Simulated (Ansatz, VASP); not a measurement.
This is a calculation of SiAu3 for VASP 6.6.1. The cell comes from a database or a generator and needn't be the stable form of this composition.

Contents of INCAR:

```
SYSTEM = SiAu3
PREC     = Accurate       ! precision mode
ENCUT    = 520            ! plane-wave cutoff, eV
EDIFF    = 1E-7           ! SCF threshold, eV
ISMEAR   = 0              ! smearing method
SIGMA    = 0.05           ! smearing width, eV
LREAL    = .FALSE.        ! projectors in reciprocal space
LASPH    = .TRUE.         ! aspherical terms in the spheres
NELM     = 60             ! most SCF steps
ALGO     = Normal         ! electronic algorithm
ISIF     = 2              ! what is computed and relaxed
LWAVE    = .FALSE.        ! write WAVECAR
LCHARG   = .FALSE.        ! write CHGCAR
GGA      = PS             ! functional
NBANDS   = 26             ! bands
```

The input KPOINTS:

```
regular mesh
0
G
  7 7 7
  0 0 0
```

The input POSCAR:

```
SiAu3
1.0
    0.0000000000      3.2857340000      3.2857340000
    3.2857340000      0.0000000000      3.2857340000
    3.2857340000      3.2857340000      0.0000000000
Au Si
3 1
Cartesian
    3.2857340000      3.2857340000      3.2857340000
    4.9286010000      4.9286010000      4.9286010000
    1.6428670000      1.6428670000      1.6428670000
    0.0000000000      0.0000000000      0.0000000000
```

Potentials or basis: VASP PAW PBE potentials, release 64 (Au, Si).

Launch:

```bash
$ cat potpaw_PBE.64/Au/POTCAR potpaw_PBE.64/Si/POTCAR > POTCAR
$ mpirun -np 1 vasp_std > vasp.out
```

**Question.** Translate it to Ansatz 0.2.0. Potentials or basis there: Ansatz PAW, cutoff 420 eV.

**Answer.** As run (cutoffs and basis follow the program's own potentials, and thresholds, step limits or extra output files can differ):

File input.yaml:

```yaml
crystal:
  lattice:
    - [0.0, 3.285734, 3.285734]
    - [3.285734, 0.0, 3.285734]
    - [3.285734, 3.285734, 0.0]
  atoms:
    - { symbol: Au, position: [0.5, 0.5, 0.5] }
    - { symbol: Au, position: [0.75, 0.75, 0.75] }
    - { symbol: Au, position: [0.25, 0.25, 0.25] }
    - { symbol: Si, position: [0.0, 0.0, 0.0] }
hamiltonian:
  xc: pbesol
  pseudopotentials: { kind: paw }
kpoints:
  mp_grid: { grid: [7, 7, 7] }
scf:
  occupations: { method: gaussian, width: 0.05 }
output:
  forces: true
  stress: true
  eigenvalues: true
```

Potentials or basis: Ansatz PAW.

Run with:

```console
$ ansatz run input.yaml --threads 2 --pin off --max-ram 5632MiB --backend cpu --events-out ev --progress --plain --runs-dir out
```

Both were run:

|  | VASP | Ansatz |
| --- | --- | --- |
| Pressure | -7.8 GPa | -7.6 GPa |

Ansatz's pressure holds a Pulay term of +0.04 GPa for its cutoff of 420 eV, which the other run lacks.

The potentials hold 37 and 61 valence electrons a cell.

VASP's potentials were made for PBE. Ansatz's potentials were made for PBE.

Where Ansatz's input types no cutoff or centring, it takes its own default and a Γ-centred mesh.

Pressure is positive in compression.
